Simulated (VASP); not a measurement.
VASP runs on InAs (a trial cell in the PtS structure, space group P4_2/mmc) share one base input (PBE GGA, plane waves, VASP's PBE PAW potentials (set 64)) and change the settings named in each case.

POSCAR:
```
InAs
1
    3.9529740000     0.0000000000     0.0000000000
    0.0000000000     3.9529740000     0.0000000000
    0.0000000000     0.0000000000     6.9604240000
In As
2 2
Direct
  0.0000000000   0.5000000000   0.0000000000
  0.5000000000   0.0000000000   0.5000000000
  0.0000000000   0.0000000000   0.2500000000
  0.0000000000   0.0000000000   0.7500000000
```

KPOINTS:
```
Automatic mesh
0
Gamma
5 5 3
0 0 0
```

INCAR:
```
LCHARG = .FALSE.
ISMEAR = 0
LREAL = .FALSE.   # projection in real space or not
LWAVE = .FALSE.
LASPH = .TRUE.   # aspherical one-centre terms
ENCUT = 400   # plane-wave cut-off (eV)
NELM = 100
PREC = Accurate
EDIFF = 1E-6
GGA = PE   # PBE
SYSTEM = InAs
SIGMA = 0.05   # width (eV)
ALGO = Normal   # blocked Davidson
ISIF = 2
LMAXMIX = 4   # l cut-off of mixed one-centre charges
```

POTCAR, in this order: In_d As (PBE.64 set). Program: vasp_std.

```csv
change,E(σ→0) (eV/atom),pressure (GPa),−TS (eV),irreducible k-points
base run,-3.3494,6.21,-0.0081,12
KPOINTS 1×1×1 Γ-centred mesh,-0.8496,27.42,-0.0564,1
KPOINTS 2×2×1 Γ-centred mesh,-2.8489,7.27,-0.0225,3
KPOINTS 6×6×4 Γ-centred mesh,-3.3537,6.33,-0.0008,30
KPOINTS 9×9×5 Γ-centred mesh,-3.3477,6.18,-0.0024,45
KPOINTS 10×10×6 Γ-centred mesh,-3.3470,6.06,-0.0041,84
KPOINTS 11×11×7 Γ-centred mesh,-3.3504,6.07,-0.0021,84
```
 Unless said otherwise, spin-orbit coupling is left out, though it shifts the bands of the heavy elements here.

Left out are runs that ran out of time, are held back, or changed the cell or the kind of run, fixed moments of cells without a moment, rows past the twelfth, gaps on odd meshes, pressures of charged cells and columns that move by less than the noise.

The structure was generated: InAs was put into the PtS type (P4_2/mmc), which need not be its known phase. The cell was not relaxed at this level.
